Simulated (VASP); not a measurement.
# How biaxial strain in the (110) plane changes Si, part 2 of 2

How do the elastic response and the band edges of Si follow biaxial strain in the (110) plane?

VASP 6.6.1, plane waves and PAW; the level of theory is named at each step.

So far: Set-up; Relax the crystal, LDA; Strain along the normal, LDA; Band edges, TB-mBJ with spin-orbit coupling; Band edges, r2SCAN with spin-orbit coupling.

## (5) Band edges, r2SCAN with spin-orbit coupling (continued)

Level of this step: r2SCAN, spin-orbit coupling; plane waves and PAW (Si) (VASP).

OUTCAR, selected parts (step 5):

```text
  Total        0.2293098      0.2293098      0.1263337      0.1572358      0.0000000      0.0000000
  in kB        9.2497561      9.2497561      5.0959706      6.3424796      0.0000000      0.0000000
  external PRESSURE =       7.8651609 kB  Pullay stress =       0.0000000 kB

 POSITION                                       TOTAL-FORCE (eV/Angst)
 -----------------------------------------------------------------------------------
      2.69440      2.69440      5.42714         0.000000      0.000000      0.001557
      1.34720      1.34720      1.36013        -0.000000     -0.000000     -0.001557
 -----------------------------------------------------------------------------------
    total drift:                               -0.000000      0.000000     -0.000000

  FREE ENERGIE OF THE ION-ELECTRON SYSTEM (eV)
  ---------------------------------------------------
  free  energy   TOTEN  =       -79.7116931291 eV

  energy  without entropy=      -79.7116931291  energy(sigma->0) =      -79.71169313

[... 2 parts as in an earlier step ...]

[... 1 further part left out ...]
[key lines of the parts left out:]
E-fermi :   6.0450
```

This run gave:

```
energy(sigma→0) of the program : -79.7117 eV
stress, compression positive   : 1.56 along [110], 0.40 across it (mean), GPa
```

The run ends at a pressure of 0.79 GPa, with forces up to 0.0016 eV/Å.

## (6) The whole series

LASPH is off in runs at LDA and on in runs at TB-mBJ and r2SCAN.

Runs beyond LDA use the data sets made with LDA; this shifts their levels slightly, and their total energies have another zero (at TB-mBJ, which has no energy functional, they mean nothing).

The other members went through these steps as far as the tables show, with the same cutoff and, step by step, the same mesh; 33 runs are not shown. The session took 1.5 core hours (wall time by ranks) on a shared machine.

```csv
in-plane strain (%),strain along the normal (%),"mean of the two in-plane stresses, tension positive (GPa)",energy above the unstrained row (meV/atom),"gap on the mesh, LDA (eV)"
-2.000,1.181,-4.380,10.665,0.059
-1.500,0.868,-3.265,5.991,0.195
-1.000,0.564,-2.163,2.663,0.305
-0.500,0.274,-1.078,0.671,0.386
0,0.000,-0.003,0.000,0.453
0.500,-0.259,1.053,0.634,0.410
1.000,-0.509,2.083,2.556,0.367
1.500,-0.750,3.085,5.746,0.326
2.000,-0.967,4.067,10.180,0.286
```

Slopes at zero strain, from cubics through all rows: strain ratio -0.538, stress over strain 213 GPa.

Band edges at TB-mBJ with spin-orbit coupling, counted from the valence-band top at Γ, spin-orbit pairs averaged, with one row partly withheld:

```csv
in-plane strain (%),gap (eV),conduction band at Γ (eV),Δ or X valley along z (eV),Δ or X valley along x (eV),"lowest conduction level at L, [111] (eV)","lowest conduction level at L, [-111] (eV)",second valence level below the top (eV),third valence level below the top (eV)
-2.000,0.857,2.934,0.857,1.090,2.401,2.031,0.065,0.344
-1.500,0.974,3.005,0.972,1.128,2.369,2.100,0.048,0.257
-1.000,1.071,3.071,1.071,1.162,2.333,2.160,0.036,0.174
-0.500,1.154,3.133,1.153,1.193,2.296,2.212,0.025,0.097
0,1.221,3.177,1.220,1.220,2.255,2.255,0.000,0.047
0.500,1.186,3.107,1.215,1.185,2.153,2.230,0.061,0.098
1.000,1.144,?,1.191,1.142,2.044,2.192,0.128,0.164
1.500,1.101,2.921,1.157,1.099,1.935,2.150,0.195,0.231
2.000,1.060,2.830,1.117,1.058,1.828,2.103,0.260,0.295
```

Conduction masses, in electron masses:

```csv
in-plane strain (%),"L [111] mass, longitudinal","L [111] mass, transverse along [1-10]"
-2.000,1.943,0.150
-1.500,1.946,0.152
-1.000,1.931,0.151
-0.500,1.898,0.151
0,1.883,0.152
0.500,1.853,0.152
1.000,1.856,0.152
1.500,1.814,0.150
2.000,1.776,0.149
```

Band edges at r2SCAN with spin-orbit coupling, counted from the valence-band top at Γ, spin-orbit pairs averaged:

```csv
in-plane strain (%),gap (eV),conduction band at Γ (eV),Δ or X valley along z (eV),Δ or X valley along x (eV),"lowest conduction level at L, [111] (eV)","lowest conduction level at L, [-111] (eV)",second valence level below the top (eV),third valence level below the top (eV)
-2.000,0.345,2.481,0.343,0.607,2.089,1.694,0.071,0.345
-1.500,0.475,2.553,0.474,0.642,2.050,1.765,0.052,0.257
-1.000,0.576,2.621,0.576,0.675,2.010,1.827,0.038,0.174
-0.500,0.663,2.684,0.663,0.705,1.968,1.880,0.026,0.098
0,0.732,2.730,0.732,0.732,1.922,1.922,0.000,0.048
0.500,0.696,2.659,0.726,0.696,1.815,1.896,0.060,0.098
1.000,0.653,2.566,0.701,0.652,1.702,1.857,0.127,0.164
1.500,0.610,2.472,0.663,0.609,1.589,1.813,0.194,0.231
2.000,0.569,2.381,0.616,0.568,1.479,1.764,0.258,0.296
```

Conduction masses, in electron masses:

```csv
in-plane strain (%),"L [111] mass, longitudinal","L [111] mass, transverse along [1-10]"
-2.000,1.954,0.134
-1.500,1.961,0.135
-1.000,1.940,0.134
-0.500,1.918,0.134
0,1.859,0.133
0.500,1.856,0.133
1.000,1.831,0.132
1.500,1.798,0.131
2.000,1.773,0.131
```

## (7) Fit and prediction

The quantity to fit is the conduction level at Γ above the mean of the three top valence levels at TB-mBJ with spin-orbit coupling: 3.071, 3.106, 3.141, 3.174, 3.193, 3.160, 3.063, 3.015 eV in the rows shown.

Fitting a parabola to the 8 known rows (e: strain in %) gives E = − 0.03505 e² − 0.01323 e + 3.175 in eV; the residuals are 0.010 eV r.m.s.

For the withheld row, e = 1, the fit gives 3.1268 eV.

## (8) Prediction against calculation

The calculation gives 3.1116 eV, so the prediction is 0.0152 eV too high, within twice the residual of the fit.

The rows do not lie on one parabola (a picked bound of 1 % of their span for the r.m.s. residual). Levels that cross, a degenerate level that splits or an edge that moves to another point can do that; which it is was not traced. So the linear term is no slope at zero strain, and none is listed.

## (9) Outcome

```
ratio of normal to in-plane strain                          : -0.538
biaxial modulus                                             : 213 GPa
gap of the unstrained cell, TB-mBJ with spin-orbit coupling : 1.22 eV
gap of the unstrained cell, r2SCAN with spin-orbit coupling : 0.73 eV
error of the predicted row                                  : 15.2 meV
```

**Reading.** As a check, the curvature of the energy gives 212 GPa for the same modulus (energy per volume = M × strain²), 0 % from the slope of the stress. At TB-mBJ with spin-orbit coupling the lowest conduction valley is Δ or X throughout, and the gap runs between 0.86 and 1.22 eV. At r2SCAN with spin-orbit coupling the lowest conduction valley is Δ or X throughout, and the gap runs between 0.35 and 0.73 eV. Hole masses are left out throughout, since the top bands are degenerate or cross in many series; of conduction masses, those of the Γ, L and (for Si and Ge under (001) strain) Δ valleys are kept where they change by under an eighth between rows. A measured gap of unstrained Si is 1.1 eV (arxiv:1111.5263, band gap, quoted experimental value, temperature not given); the static gaps here belong to the lattice relaxed at LDA. TB-mBJ is a potential fitted for gaps; it has no energy functional, so its total energies and forces mean nothing, and its bands tend to come out too narrow. r2SCAN opens gaps somewhat over GGA but leaves them below measured values as a rule. Δ or X levels are the lowest on their line, refined by a parabola unless they lie at X; the gap is read from all points sampled and can differ from the lowest valley by some meV, or by tens of meV where strain moves the valence top off Γ. Temperature, zero-point motion and excitons are left out.

[Lines on the potential files, build, host, timing and source positions are cut from VASP's logs without a mark.]

[Logs are printed without paths, hosts, clocks, repeated set-up lines and the standing remarks that a program may print on its own settings, such as how far it seeks lower states.]

[Hosts, paths, dates, database ids (printed as entryN), source tags and the programs' standing remarks are cut or masked in the printed files.]

[In band tables of VASP the shares of atoms and orbitals are scaled to a sum of 1 inside the atoms' spheres.]
